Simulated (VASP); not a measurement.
Here is the system:

```xyz
5
Lattice="4.2613 0.0000 0.0000 0.0000 4.2613 0.0000 0.0000 0.0000 4.2613" Properties=species:S:1:pos:R:3 pbc="T T T"
Ba     0.0000     0.0000     0.0000
Zr     2.1307     2.1307     2.1307
O      2.1307     0.0000     2.1307
O      0.0000     2.1307     2.1307
O      2.1307     2.1307     0.0000
```

Computed with revPBE GGA, VASP's PBE PAW potentials (set 64) (plane waves; VASP 6.6.1). Settings: 520 eV cut-off, 6×6×6 Γ-centred mesh, tetrahedra with Blöchl corrections, potentials Ba_sv Zr_sv O.

The cores are frozen, which limits the accuracy of field gradients.

### Question
Give the principal components of the electric field gradient (V/Å²) and the asymmetry η at each nucleus.

### Answer

```
atom  Vxx  Vyy   Vzz     η
----  ---  ---  ----  ----
Ba1   0.0  0.0   0.0     -
Zr2   0.0  0.0   0.0     -
O3    3.4  3.4  -6.9  0.00
O4    3.4  3.4  -6.9  0.00
O5    3.4  3.4  -6.9  0.00
```

The compound is BaZrO3 in the cubic perovskite structure. It was relaxed first, which changed the volume by +5 %.
